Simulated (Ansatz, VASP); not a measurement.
**ZnS (Wurtzite-2H) in two plane-wave programs**

One calculation is typed for both programs; each brings its own data sets. How far apart do they land? The cell is taken from a series of runs on this material, whose earlier steps may have relaxed, scaled, displaced or heated it; both programs get it as it stands.

Method: plane waves, with VASP 6.6.1 beside it; zone-centre phonons at LDA, in Ansatz 0.2.0.

## (1) The starting structure

Symmetry: P6_3mc, No. 186, hexagonal system. Conventional cell: a = 3.704 Å, b = 3.704 Å, c = 6.389 Å, α = 90.00°, β = 90.00°, γ = 120.00°. S has 4 Zn at 2.30 to 2.34 Å nearest. Zn has 4 S at 2.30 to 2.34 Å nearest. Farther neighbours and most contacts between anions are not listed.

Coordinates:

```cif
data_structure
_symmetry_space_group_name_H-M 'P6_3mc'
_symmetry_Int_Tables_number 186
_cell_length_a 3.7036
_cell_length_b 3.7036
_cell_length_c 6.3886
_cell_angle_alpha 90.000
_cell_angle_beta 90.000
_cell_angle_gamma 120.000
_cell_volume 75.89
loop_
_atom_site_label
_atom_site_type_symbol
_atom_site_symmetry_multiplicity
_atom_site_Wyckoff_symbol
_atom_site_fract_x
_atom_site_fract_y
_atom_site_fract_z
_atom_site_occupancy
S1 S 2 b 0.33333 0.66667 0.37547 1
Zn1 Zn 2 b 0.33333 0.66667 0.00953 1
```

## (2) Ansatz: zone-centre phonons, LDA

Ansatz runs on its PAW soft_1 files.

Second derivatives magnify differences that forces hide, and they need a tight electronic threshold.

Contents of input.yaml:

```yaml
crystal:
  lattice:
    - [3.7035982802, 0.0, 0.0]
    - [-1.8517991401, 3.207410196, 0.0]
    - [0.0, 0.0, 6.388558849]
  atoms:
    - { symbol: S, position: [0.3333333355, 0.6666666645, 0.375468052] }
    - { symbol: S, position: [0.6666666645, 0.3333333355, 0.875468052] }
    - { symbol: Zn, position: [0.3333333316, 0.6666666684, 0.009531948] }
    - { symbol: Zn, position: [0.6666666684, 0.3333333316, 0.509531948] }
kpoints:
  mp_grid: { grid: [12, 12, 8] }
hamiltonian:
  xc: lda
  pseudopotentials: { kind: paw, azcp: { folder: soft_1 }, xc_functional: pbe }
scf:
  occupations: { method: fixed }
output:
  eigenvalues: true
phonons:
  method: dfpt
  dielectric: true
  rigid_motions: translations
```

Started as:

```sh
$ ansatz run input.yaml --threads 4 --pin off --max-ram 16384MiB --backend cpu --events-out ev --progress --plain --runs-dir out
```

Numbers of over 12 decimals in the logs are rounded to 6 here.

The log of the run:

```text
Engine: ansatz 0.2.0, aarch64-unknown-linux-gnu
Pseudopotentials: kind: paw
Pseudopotential: S, paw, valence charge 6, recommended cutoff 420 eV (normal), soft_1/S.paw.azcp
Pseudopotential: Zn, paw, valence charge 12, recommended cutoff 420 eV (normal), soft_1/Zn.paw.azcp
Functional definition: SPW92
  exchange = slater_x
  correlation = pw_c
Crystal: 4 atoms, lattice volume = 75.889 Å³
Basis set: ecut = 420 eV, 1485 PW (Γ), exchange–correlation on 50×50×96 points (8 copies of the dense FFT grid, shifted against one another)
Bands: 22, of which v1, the nominal top of the filled ones, is band 18 counted from 1 (17 counted from 0)
Symmetry: 12 space group operations
k-points: 320 of 1152 (irreducible under 2 space group operations, time reversal used)
Non-local potential: S, projectors of the file, l = 0: 2, l = 1: 2, l = 2: 1
Non-local potential: Zn, projectors of the file, l = 0: 2, l = 1: 2, l = 2: 3, l = 3: 1
PAW form: soft (Blöchl's): semilocal exchange-correlation on the pseudo side does not see the compensation charge
PAW frozen core: S, regenerated for the run's functional, and the local potential with it (the file was generated under x = pbe(κ = 0.804, μ = 0.219515), c = pbe(β = 0.066725))
PAW frozen core: Zn, regenerated for the run's functional, and the local potential with it (the file was generated under x = pbe(κ = 0.804, μ = 0.219515), c = pbe(β = 0.066725))
PAW one-centre angular grid: S, 110 points (default); XC on 64 Gauss nodes
PAW one-centre angular grid: Zn, 590 points (default); XC on 64 Gauss nodes
Initial density: superposition of atomic densities (chi_scale 0.1, normalization cell, long waves kept (reshape's long-wave potential 0.00 eV rms))
Initial wavefunctions: pseudopotential atomic-orbital guess
Functional: x = slater, c = lda
SCF iter   1: F=—  HF=-8235.033259 eV  |F-HF|=—  |Δ(HF+E_count)|=         —  Δρ=3.82e-2  dr2=6.84e-1  ethr=3.10e-3  ⟨swp⟩=5.0  Hψ=34773  notcnv=0  defer=601
preconditioner: auto → Resta (q_TF=auto, 2.409 Å⁻¹)  ε∞=6.3  [insulator: Δε(μ)=2.155 eV  Ē_g=11.082 eV  n_scr=22 (ndim 8)  ℏωp=25.6 eV  f_vac=0.002  ε∞_Penn≈6.3]
SCF iter   2: F=—  HF=-8234.870607 eV  |F-HF|=—  |Δ(HF+E_count)|=   1.63e-1  Δρ=1.55e-2  dr2=1.47e-1  ethr=1.90e-3  ⟨swp⟩=2.0  Hψ=14518  notcnv=0  defer=623
SCF iter   3: F=—  HF=-8234.837026 eV  |F-HF|=—  |Δ(HF+E_count)|=   3.36e-2  Δρ=9.87e-3  dr2=5.04e-2  ethr=4.08e-4  ⟨swp⟩=2.0  Hψ=12807  notcnv=0  defer=635
SCF iter   4: F=—  HF=-8234.821842 eV  |F-HF|=—  |Δ(HF+E_count)|=   1.52e-2  Δρ=3.01e-3  dr2=4.36e-3  ethr=1.40e-4  ⟨swp⟩=2.0  Hψ=15363  notcnv=0  defer=637
SCF iter   5: F=—  HF=-8234.822009 eV  |F-HF|=—  |Δ(HF+E_count)|=   1.68e-4  Δρ=4.55e-4  dr2=1.85e-4  ethr=1.21e-5  ⟨swp⟩=2.5  Hψ=12287  notcnv=0  defer=637
SCF iter   6: F=—  HF=-8234.822069 eV  |F-HF|=—  |Δ(HF+E_count)|=   5.97e-5  Δρ=2.35e-4  dr2=3.82e-5  ethr=5.14e-7  ⟨swp⟩=2.7  Hψ=12625  notcnv=0  defer=605
SCF iter   7: F=—  HF=-8234.822080 eV  |F-HF|=—  |Δ(HF+E_count)|=   1.11e-5  Δρ=5.19e-5  dr2=8.48e-7  ethr=1.06e-7  ⟨swp⟩=2.1  Hψ=12641  notcnv=0  defer=5
SCF iter   8: F=—  HF=-8234.822082 eV  |F-HF|=—  |Δ(HF+E_count)|=   2.15e-6  Δρ=1.71e-5  dr2=1.22e-7  ethr=2.35e-9  ⟨swp⟩=2.0  Hψ=11228  notcnv=0  defer=4
SCF iter   9: F=—  HF=-8234.822082 eV  |F-HF|=—  |Δ(HF+E_count)|=   1.67e-8  Δρ=1.80e-6  dr2=2.37e-9  ethr=3.39e-10  ⟨swp⟩=2.6  Hψ=12500  notcnv=0  defer=4
SCF iter  10: F=—  HF=-8234.822082 eV  |F-HF|=—  |Δ(HF+E_count)|=  7.20e-10  Δρ=4.82e-7  dr2=1.37e-10  ethr=6.58e-12  ⟨swp⟩=2.5  Hψ=13399  notcnv=0  defer=4
SCF iter  11: F=-8234.822082 eV  HF=-8234.822082 eV  |F-HF|=3.64e-12  |Δ(HF+E_count)|=  5.46e-12  Δρ=6.43e-8  dr2=2.82e-12  ethr=1.00e-12  ⟨swp⟩=9.1  Hψ=48821  notcnv=0
SCF 1 converged in 11 iterations: F = -8234.822082 eV  dr2 = 2.82e-12
  greatest PAW one-centre occupation: 0.983 electrons in one spin orbital (limit 2), on the Zn atom at site 3 (counted from 0), in its partial waves of l = 2
DFPT response loops at Γ: preconditioner auto → Resta (q_TF=auto, 2.409 Å⁻¹)  ε∞=5.6 (no band partly filled); β = 1.00, the filter's whole step (`scf.mixing.beta` (0.50) is not read by the response loops at its default; to damp them type it under 1.00, their step now; it binds the ground state too); Broyden in place of MSR1
── the response to a field inside a basis, on 12×12×8 k-points: an SCF that follows is theirs, and a resumed run solves both again ──
Bands: 19, of which v1, the nominal top of the filled ones, is band 18 counted from 1 (17 counted from 0)
k-points: 168 of 1152 (irreducible under 4 space group operations, time reversal used)
Initial density: handed on by an earlier stage of this run
Initial wavefunctions: pseudopotential atomic-orbital guess (no wavefunctions were taken with the density)
Eigensolver: Dense (168 Hₖ)
SCF iter   1: F=—  HF=-8234.819158 eV  |F-HF|=—  |Δ(HF+E_count)|=         —  Δρ=1.45e-4  dr2=3.18e-6  ethr=1.00e-1
preconditioner: auto → Resta (q_TF=auto, 2.409 Å⁻¹)  ε∞=8.2  [insulator: Δε(μ)=2.131 eV  Ē_g=9.505 eV  n_scr=22 (ndim 8)  ℏωp=25.6 eV  f_vac=0.023  ε∞_Penn≈8.2]
SCF iter   2: F=—  HF=-8234.819158 eV  |F-HF|=—  |Δ(HF+E_count)|=   5.42e-7  Δρ=1.41e-4  dr2=6.19e-6  ethr=8.82e-9
SCF iter   3: F=—  HF=-8234.819158 eV  |F-HF|=—  |Δ(HF+E_count)|=   2.19e-7  Δρ=2.67e-5  dr2=1.01e-7  ethr=8.82e-9
SCF iter   4: F=-8234.819158 eV  HF=-8234.819158 eV  |F-HF|=3.09e-8  |Δ(HF+E_count)|=   4.79e-7  Δρ=7.51e-6  dr2=1.00e-8  ethr=2.80e-10
SCF 1 converged in 4 iterations: F = -8234.819158 eV  dr2 = 1.00e-8
DFPT response loops at Γ: preconditioner auto → Resta (q_TF=auto, 2.409 Å⁻¹)  ε∞=5.3 (no band partly filled); β = 1.00, the filter's whole step (`scf.mixing.beta` (0.50) is not read by the response loops at its default; to damp them type it under 1.00, their step now; it binds the ground state too); Broyden in place of MSR1
SCF converged after 11 iterations
Free energy (F): -8234.822082 eV
Harris-Foulkes:  -8234.822082 eV  (|F-HF|=3.64e-12)
Internal energy: -8234.822082 eV  (E = F + TS)
E sigma→0 (E₀):  -8234.822082 eV
Fermi energy:    6.124472 eV
--- Per-component energies (eV) ---
  E_band       = 9.585673
  E_kinetic    = 510.143022
  E_local      = -4496.412490  (includes V_loc(G=0)·N_el)
  E_nonlocal   = 1715.154148
  E_hartree    = 1708.049570
  E_xc         = -332.960034
  E_vxc        = -270.525419  (∫ρ·V_xc dr)
  E_paw        = -4803.970307  (= ΣΔE_a)
  E_vpaw       = -864.872113  (= ΣTr[D̂ρ^β])
  E_aug_tail   = -0.000550  (compensation charges beyond the density's cutoff)
  E_ewald      = -2538.246124
  E_core_change = 3.420682  (= ΣΔE_core)
  E_smearing   = -0.000000  (= −TS)
  E_closure    = -0.000000  (closes the sum)
  Σ components = -8234.822082   (vs F -8234.822082, Δ=0.00e0)
--- Band table (eV; the first three rows and the last of 320) ---
  k-point 0: bands = [... 14 lower, 5.2647, 5.7423, 6.1245, 6.1245, 8.0086, 9.4357, 11.9989, 12.3968]
  k-point 1: bands = [... 14 lower, 5.2946, 5.3467, 6.0882, 6.0882, 8.3730, 9.4646, 11.9325, 12.4229]
  k-point 2: bands = [... 14 lower, 5.3805, 5.3805, 5.9868, 5.9868, 9.0446, 9.5459, 11.8327, 12.5060]
  k-point 319: bands = [... 14 lower, 3.3606, 3.3606, 4.2674, 4.2674, 10.1035, 10.1035, 12.2050, 12.2050]
--- Phonons (Γ-DFPT): 4 representative perturbations + reference, on 320 of 1152 k-points (Σ response iterations 13) ---
  k mesh reduced under 2 symmetry operations, with k and −k counted as one. Each operation leaves every solved perturbation unchanged. A smaller set is not considered because the run solves the response to a homogeneous field
  ASR residual: 5.537e-5 → 0.000e0 eV/Å²; symmetrization residual: 6.212e-6 eV/Å²
  ASR residual per site (eV/Å²): 5.54e-5 5.54e-5 2.76e-5 2.76e-5
  Γ frequencies (cm⁻¹): 0.00 0.00 0.00 75.44 75.44 198.03 270.45 285.40 285.40 287.17 287.17 326.24
  ε∞ (high-frequency dielectric tensor):
        6.028669    -0.000000    -0.000000
        0.000000     6.028669     0.000000
       -0.000000     0.000000     6.429778
  ε⁰ (static dielectric tensor: ions relaxed, cell fixed):
        8.511300    -0.000000    -0.000000
       -0.000000     8.511300    -0.000000
       -0.000000    -0.000000     9.870669
  ε⁰ − ε∞ (ionic part):
        2.482631    -0.000000    -0.000000
       -0.000000     2.482631    -0.000000
       -0.000000    -0.000000     3.440892
  softest optical mode at Γ: 75.44 cm⁻¹; the repairs (sum rule, projections) moved no ω² at Γ by more than (1.05 cm⁻¹)²
  Born effective charges Z* (e; rows j = field, columns β = displacement):
    site 0:
        -1.83154   -0.00000    0.00000
         0.00000   -1.83154    0.00000
        -0.00000    0.00000   -2.04323
    site 1:
        -1.83154   -0.00000   -0.00000
         0.00000   -1.83154   -0.00000
         0.00000   -0.00000   -2.04323
    site 2:
         1.83154    0.00000    0.00000
        -0.00000    1.83154   -0.00000
        -0.00000    0.00000    2.04323
    site 3:
         1.83154    0.00000    0.00000
         0.00000    1.83154   -0.00000
        -0.00000   -0.00000    2.04323
  Z* charge neutrality: 5.966e-4 e pre-enforcement
  solved inside a basis spanned on kpoints, on 12×12×8 k-points, its susceptibility summed on 20×20×10: ε∞ is read to err by 1.8e-2, Z* by 1.3e-2 e (field_mesh: kpoints solves on kpoints); Z* is corrected for what the basis lacks
  optical modes at Γ without the LO–TO term, one row a degenerate level:
      ω (cm⁻¹)  modes    IR ((D/Å)²/amu)
         75.44      2             0.0000
        198.03      1             0.0000
        270.45      1             8.9548
[...]
optical modes at Γ + LO–TO along q̂ = [1.0000, 0.0000, 0.0000]:
      ω (cm⁻¹)  modes    IR ((D/Å)²/amu)
[...]
optical modes at Γ + LO–TO along q̂ = [0.0000, 1.0000, 0.0000]:
      ω (cm⁻¹)  modes    IR ((D/Å)²/amu)
[...]
326.24      1             0.0000
        339.12      1             7.1954
  optical modes at Γ + LO–TO along q̂ = [0.0000, 0.0000, 1.0000]:
      ω (cm⁻¹)  modes    IR ((D/Å)²/amu)
         75.44      2             0.0000
        198.03      1             0.0000
        285.40      2            14.3908
        287.17      2             0.0000
        326.24      1             0.0000
        335.09      1             8.9548
```

[end of part 1 of 3]

[Lines on the potential files, build, host, timing and source positions are cut from VASP's logs without a mark.]

[Logs are printed without paths, hosts, clocks, repeated set-up lines and the standing remarks that a program may print on its own settings, such as how far it seeks lower states.]

[Hosts, paths, dates, database ids (printed as entryN), source tags and the programs' standing remarks are cut or masked in the printed files.]
